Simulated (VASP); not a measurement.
A VASP calculation is set up with these files.

KPOINTS:
```
Automatic
0
G
8 8 8
0 0 0
```

File POSCAR:
```
AlP
1.0
  0.0000000000   2.6797475830   2.6797475830
  2.6797475830   0.0000000000   2.6797475830
  2.6797475830   2.6797475830   0.0000000000
Al P
1 1
Cart
  0.0000000000   0.0000000000   0.0000000000
  1.3398737915   1.3398737915   1.3398737915
```

INCAR:
```
! general
SYSTEM=AlP
PREC  =Accurate
ENCUT =520
LREAL =.FALSE.
LASPH =.TRUE.

! electronic loop
EDIFF =1E-7
NELM  =100
ALGO  =Normal

! smearing
ISMEAR=0
SIGMA =0.05

! functional
GGA   =PS

! ions
ISIF  =2

! output
LWAVE =.FALSE.
LCHARG=.FALSE.
```

POTCAR, in this order: Al P (PBE.64 set). Program: vasp_std.

**Question.** Translate this PBEsol calculation to Quantum ESPRESSO's pw.x.

**Answer.** One equivalent input (not run):
```
&CONTROL
  calculation = 'scf'
  pseudo_dir = './pseudo'
  outdir = './out'
  tprnfor = .true.
  tstress = .true.
/
&SYSTEM
  ibrav = 0
  nat = 2
  ntyp = 2
  ecutwfc = 44
  occupations = 'smearing'
  smearing = 'gaussian'
  degauss = 0.003675
  input_dft = 'pbesol'
/
&ELECTRONS
  conv_thr = 7.3e-09
  electron_maxstep = 100
/
ATOMIC_SPECIES
  Al 26.982 Al.upf
  P 30.974 P.upf
CELL_PARAMETERS angstrom
     0.0000000    2.6797476    2.6797476
     2.6797476    0.0000000    2.6797476
     2.6797476    2.6797476    0.0000000
ATOMIC_POSITIONS crystal
  Al   0.0000000  0.0000000  0.0000000
  P    0.2500000  0.2500000  0.2500000
K_POINTS automatic
  8 8 8 0 0 0
```
The two are equivalent in intent, not identical: the potentials are each code's own (VASP's PAW set, PseudoDojo norm-conserving files in pw.x), so ENCUT and ecutwfc are chosen apart and not converted; conv_thr bounds pw.x's estimated SCF error, while EDIFF bounds the energy change between steps.

The compound is AlP in the zinc blende structure. This cell is one point of a volume scan, at 0.94 of the reference volume.
